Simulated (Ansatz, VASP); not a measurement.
**Two plane-wave programs on InWSe3**

```
In W Se
1.0
     4.85842    0.00000    0.00000
     0.00000    4.85842    0.00000
     0.00000    0.00000    4.85842
In W Se
1 1 3
Direct
  0.50000 0.50000 0.50000
  0.00000 0.00000 0.00000
  0.50000 0.00000 0.00000
  0.00000 0.50000 0.00000
  0.00000 0.00000 0.50000
```

Alike in both runs: task relaxation of cell and atoms; functional PBE; k mesh 4 × 4 × 4; occupations gaussian, width 0.1 eV; no spin polarisation.

|  | VASP | Ansatz |
| --- | --- | --- |
| version | VASP 6.6.1 | Ansatz 0.2.0 |
| potentials or method | VASP PAW PBE potentials, release 64 (In_d, W_sv, Se) | scalar-relativistic, plane waves, PAW |
| plane-wave cutoff (eV) | 600 | 420 |
| valence electrons in the cell | 45 | 75 |

Ansatz gave:

| Quantity | Value |
| --- | --- |
| gap on the k mesh at the Fermi level, each at its own relaxed structure (eV) | none |
| relaxed volume (Å³/atom) | 25.27 |
| relaxed cell length with the largest relative difference (Å) | 5.018 |
| energy change over the relaxation (meV/atom) | -55 |

Problem. What did VASP give for the same quantities?

Solution. gap on the k mesh at the Fermi level, each at its own relaxed structure (eV): none; relaxed volume (Å³/atom): 25.21; relaxed cell length with the largest relative difference (Å): 5.014; energy change over the relaxation (meV/atom): -57.

A gap of «none» marks a metal or a gap that the smearing closes. The two sets of potentials don't hold the same shells in valence.

The runs have no spin-orbit coupling, so splittings on W are missing.
